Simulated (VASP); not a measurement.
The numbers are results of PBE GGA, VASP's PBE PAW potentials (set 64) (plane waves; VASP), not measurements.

Input for VASP

INCAR:
```
SYSTEM  =  GaAs
PREC  =  Accurate; ENCUT  =  400; LREAL  =  .FALSE.
LASPH  =  .TRUE.
EDIFF  =  1E-6; NELM  =  100; ALGO  =  Normal
LMAXMIX  =  4
ISMEAR  =  2; SIGMA  =  0.1
GGA  =  PE
ISIF  =  2
LWAVE  =  .FALSE.; LCHARG  =  .FALSE.
```

POSCAR:
```
GaAs
1
    0.0000000000     2.8250000000     2.8250000000
    2.8250000000     0.0000000000     2.8250000000
    2.8250000000     2.8250000000     0.0000000000
Ga As
1 1
Direct
  0.0000000000   0.0000000000   0.0000000000
  0.2500000000   0.2500000000   0.2500000000
```

### KPOINTS
```
Automatic mesh
0
Gamma
  7 7 7
0 0 0
```

POTCAR, in this order: Ga_d As (PBE.64 set). Program: vasp_std.

Predict the energy per atom (σ→0), pressure, band gap (on the k-mesh).

```json
{
  "energy per atom (σ→0)": "-4.119 eV/atom",
  "band gap (on the k-mesh)": "0.53 eV",
  "pressure": "3.39 GPa"
}
```

File OSZICAR:
```
...
DAV:   6    -0.825638921900E+01    0.14351E+00   -0.25967E-01   789   0.969E+00    0.177E+00
DAV:   7    -0.823679119256E+01    0.19598E-01   -0.74775E-02   686   0.221E+00    0.568E-01
DAV:   8    -0.823753814594E+01   -0.74695E-03   -0.10688E-02   590   0.144E+00    0.104E-01
DAV:   9    -0.823793025359E+01   -0.39211E-03   -0.10944E-03   623   0.459E-01    0.530E-02
DAV:  10    -0.823799566643E+01   -0.65413E-04   -0.82891E-05   665   0.106E-01    0.289E-02
DAV:  11    -0.823804760952E+01   -0.51943E-04   -0.80423E-05   550   0.771E-02    0.343E-03
DAV:  12    -0.823804795293E+01   -0.34342E-06   -0.13061E-06   507   0.189E-02
   1 F= -.82380480E+01 E0= -.82380599E+01  d E =0.478384E-04
```

The compound is GaAs in the zinc blende structure. The cell was not relaxed at this level. The run is one of a series of settings (ISMEAR = 2, SIGMA = 0.1 against the base run), some of them coarse on purpose.
